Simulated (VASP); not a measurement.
An input for Ansatz (written as the equivalent of a VASP run, and not itself run):

Ansatz 0.2 input:
```yaml
crystal:
  lattice:
    - [1.5647521, -2.7102301, 0.0000000]
    - [1.5647521, 2.7102301, 0.0000000]
    - [0.0000000, 0.0000000, 5.0149330]
  atoms:
    - { symbol: Al, position: [0.6666670, 0.3333330, 0.5001242] }
    - { symbol: Al, position: [0.3333330, 0.6666670, 0.0001242] }
    - { symbol: N, position: [0.6666670, 0.3333330, 0.8818758] }
    - { symbol: N, position: [0.3333330, 0.6666670, 0.3818758] }
kpoints:
  mp_grid: { grid: [8, 8, 4] }
hamiltonian:
  xc: pbe
  pseudopotentials: { kind: paw }
scf:
  occupations: { method: gaussian, width: 0.05 }
  max_iter: 100
output: { forces: true, stress: true, eigenvalues: true }
```

Problem. Write the VASP files for the same calculation (PBE).

Solution. Several could match; the one computed here: 
INCAR:
```
SYSTEM = AlN
PREC = Accurate
ENCUT = 520
EDIFF = 1E-6
NELM = 100
ALGO = Normal
LREAL = .FALSE.
LASPH = .TRUE.
ISMEAR = 0
SIGMA = 0.05
GGA = PE
LWAVE = .TRUE.
LCHARG = .FALSE.
```

KPOINTS:
```
Automatic mesh
0
Gamma
8 8 4
0 0 0
```

**POSCAR**
```
AlN
1
    1.5647520561    -2.7102300566     0.0000000000
    1.5647520561     2.7102300566     0.0000000000
    0.0000000000     0.0000000000     5.0149330207
Al N
2 2
Direct
  0.6666670000   0.3333330000   0.5001241754
  0.3333330000   0.6666670000   0.0001241754
  0.6666670000   0.3333330000   0.8818758246
  0.3333330000   0.6666670000   0.3818758246
```

POTCAR, in this order: Al N (PBE.64 set). Program: vasp_std.

The two are equivalent in intent, not identical: each code has its own PAW files, so the cut-off isn't converted (ENCUT is set for VASP's; basis.ecutwfc is left out, and Ansatz then takes the one that its files recommend); Ansatz stops its SCF on the density residual and VASP on the energy change (EDIFF).

The compound is AlN in the wurtzite structure. It was relaxed first.
